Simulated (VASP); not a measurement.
Computed with LDA (Ceperley-Alder, Perdew-Zunger), VASP's LDA PAW potentials (set 64) (plane waves; VASP 6.6.1).

Input for VASP

### POSCAR
```
PbO
1
    3.9443926837     0.0000000000     0.0000000000
    0.0000000000     3.9443926837    -0.0000000000
    0.0000000000    -0.0000000000     4.8878271118
Pb O
2 2
Direct
  0.5000000000   1.0000000000   0.7579538409
  0.0000000000   0.5000000000   0.2420461591
  0.5000000000   0.5000000000   0.0000000000
  1.0000000000   0.0000000000   0.0000000000
```

INCAR:
```
SYSTEM  =  PbO
PREC  =  Accurate; ENCUT  =  520; LREAL  =  .FALSE.
LASPH  =  .TRUE.
EDIFF  =  1E-7; NELM  =  100; ALGO  =  Normal
LMAXMIX  =  4
ISMEAR  =  -5
ISIF  =  2
LWAVE  =  .FALSE.; LCHARG  =  .TRUE.; LORBIT  =  11
NEDOS  =  601
LEFG  =  .TRUE.
```

File KPOINTS:
```
K-points
0
G
 6 6 5
```

POTCAR, in this order: Pb_d O (LDA.64 set). Program: vasp_std.

The resulting files:

**OSZICAR**
```
       N       E                     dE             d eps       ncg     rms          rms(c)
DAV:   1     0.447934052302E+03    0.44793E+03   -0.20275E+04  1440   0.200E+03
DAV:   2     0.309417680708E+02   -0.41699E+03   -0.41001E+03  1560   0.497E+02
DAV:   3    -0.268953460765E+02   -0.57837E+02   -0.57178E+02  1944   0.195E+02
DAV:   4    -0.286902317675E+02   -0.17949E+01   -0.17935E+01  1624   0.384E+01
DAV:   5    -0.287502164165E+02   -0.59985E-01   -0.59976E-01  2040   0.679E+00    0.119E+01
DAV:   6    -0.246651044330E+02    0.40851E+01   -0.32440E+01  2296   0.463E+01    0.521E+00
DAV:   7    -0.244621164867E+02    0.20299E+00   -0.30903E+00  1840   0.135E+01    0.244E+00
DAV:   8    -0.244367562662E+02    0.25360E-01   -0.88816E-01  1952   0.673E+00    0.125E+00
DAV:   9    -0.244018448371E+02    0.34911E-01   -0.18669E-01  2264   0.390E+00    0.225E-01
DAV:  10    -0.244033892744E+02   -0.15444E-02   -0.16925E-02  1560   0.815E-01    0.633E-02
DAV:  11    -0.244033354188E+02    0.53856E-04   -0.20978E-03  2528   0.385E-01    0.673E-02
DAV:  12    -0.244032954878E+02    0.39931E-04   -0.17994E-04  1976   0.142E-01    0.482E-02
DAV:  13    -0.244032674798E+02    0.28008E-04   -0.16296E-04  2320   0.112E-01    0.799E-03
DAV:  14    -0.244032681563E+02   -0.67650E-06   -0.12011E-05  1600   0.263E-02    0.241E-03
DAV:  15    -0.244032680047E+02    0.15166E-06   -0.98880E-07  1840   0.130E-02    0.144E-03
DAV:  16    -0.244032680543E+02   -0.49635E-07   -0.61466E-07  1584   0.950E-03
   1 F= -.24403268E+02 E0= -.24403268E+02  d E =0.000000E+00
```

OUTCAR:
```
------------------------ aborting loop because EDIFF is reached ----------------------------------------
  FORCE on cell =-STRESS in cart. coord.  units (eV):
  Direction    XX          YY          ZZ          XY          YZ          ZX
  --------------------------------------------------------------------------------------
  Total       -0.0099054     -0.0099054     -0.0695946      0.0000000     -0.0000000      0.0000000
  in kB       -0.2086913     -0.2086913     -1.4662577      0.0000000     -0.0000000      0.0000000
  external PRESSURE =      -0.6278801 kB  Pullay stress =       0.0000000 kB
  volume of cell :       76.05
      direct lattice vectors                 reciprocal lattice vectors
     3.944392684  0.000000000  0.000000000     0.253524454  0.000000000  0.000000000
     0.000000000  3.944392684  0.000000000     0.000000000  0.253524454  0.000000000
     0.000000000  0.000000000  4.887827112     0.000000000  0.000000000  0.204589888
 POSITION                                       TOTAL-FORCE (eV/Angst)
 -----------------------------------------------------------------------------------
      1.97220      0.00000      3.70475         0.000000      0.000000      0.016908
      0.00000      1.97220      1.18308        -0.000000      0.000000     -0.016908
      1.97220      1.97220      0.00000        -0.000000      0.000000      0.000000
      0.00000      0.00000      0.00000         0.000000     -0.000000      0.000000
 -----------------------------------------------------------------------------------
    total drift:                                0.000000      0.000000      0.000000
  FREE ENERGIE OF THE ION-ELECTRON SYSTEM (eV)
  ---------------------------------------------------
  free  energy   TOTEN  =       -24.4032680543 eV

  energy  without entropy=      -24.4032680543  energy(sigma->0) =      -24.40326805

 total charge

# of ion       s       p       d       tot
------------------------------------------
    1        1.369   0.655   9.882  11.906
    2        1.369   0.655   9.882  11.906
    3        1.568   3.383   0.000   4.951
    4        1.568   3.383   0.000   4.951
--------------------------------------------------
tot          5.875   8.077  19.764  33.716
```
(Selected blocks of OUTCAR.)

OUTCAR:
```
 val. band max:        5.3008730223   @ k =   0.0000   0.0000   0.0000

 cond. band min:       6.3215993736   @ k =   0.5000   0.5000   0.0000


 Fermi energy:         5.3301984377

 k-point     1 :       0.0000    0.0000    0.0000
  band No.  band energies     occupation
      1     -13.0833      2.00000
      2     -12.5047      2.00000
      3     -10.7123      2.00000
      4     -10.7123      2.00000
      5     -10.6367      2.00000
      6     -10.6186      2.00000
      7     -10.5246      2.00000
      8     -10.4427      2.00000
      9     -10.4427      2.00000
     10     -10.4371      2.00000
     11     -10.4040      2.00000
     12      -8.9057      2.00000
     13      -1.9763      2.00000
     14      -1.5144      2.00000
     15       0.8001      2.00000
     16       0.8001      2.00000
     17       3.4927      2.00000
     18       3.5303      2.00000
     19       3.5303      2.00000
     20       5.3009      2.00000
     21       7.7976      0.00000
     22      10.8600      0.00000
     23      10.8600      0.00000
     24      10.9197      0.00000

 k-point     2 :       0.1667    0.0000    0.0000
  band No.  band energies     occupation
      1     -13.0178      2.00000
      2     -12.5240      2.00000
      3     -10.6958      2.00000
      4     -10.6951      2.00000
      5     -10.6125      2.00000
      6     -10.6008      2.00000
      7     -10.5321      2.00000
      8     -10.4554      2.00000
      9     -10.4530      2.00000
     10     -10.4190      2.00000
     11     -10.3577      2.00000
     12      -8.9898      2.00000
     13      -2.1136      2.00000
     14      -1.4939      2.00000
     15       0.9192      2.00000
     16       0.9754      2.00000
     17       2.9394      2.00000
     18       3.3364      2.00000
     19       3.4365      2.00000
     20       5.2983      2.00000
     21       8.4934      0.00000
     22       9.3678      0.00000
     23      11.0106      0.00000
     24      11.2389      0.00000
...
```

Unless said otherwise, spin-orbit coupling is left out, though it shifts the bands of the heavy elements here.

The compound is PbO in the litharge structure. It was relaxed first.
